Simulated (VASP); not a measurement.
A convergence study with VASP on MgS (rock salt): one setting is varied, all else stays as given below, so the limit is that of these other settings.

```
MgS
1.0
    0.00000     2.60000     2.60000
    2.60000     0.00000     2.60000
    2.60000     2.60000     0.00000
Mg S
1 1
Direct
  0.00000   0.00000   0.00000
  0.50000   0.50000   0.50000
```

These are PBE GGA, VASP's PBE PAW potentials (set 64) (plane waves; VASP 6.6.1) values and carry that method's errors. The tightest run used: 550 eV cut-off, 20×20×20 Γ-centred mesh, Gaussian smearing of 0.010 eV, potentials Mg S.

```csv
setting,mean ε∞,highest Γ mode (cm⁻¹),irreducible k-points
4×4×4 mesh,6.56,233.5,8
6×6×6 mesh,5.58,235.6,16
8×8×8 mesh,5.41,235.8,29
```

Problem. These are the cheaper rows. Estimate the results at 20×20×20 mesh, and how far the last row shown lies from them.

Solution. 
```tsv
quantity	tightest run	last row shown is off by
mean ε∞	5.37	0.04
highest Γ mode (cm⁻¹)	235.8	0.0
```

Left out are rungs that failed or repeat a setting and relaxations that didn't move; long series are thinned to 24 rows.

The compound is MgS in the rock salt structure. The cell was not relaxed at this level.
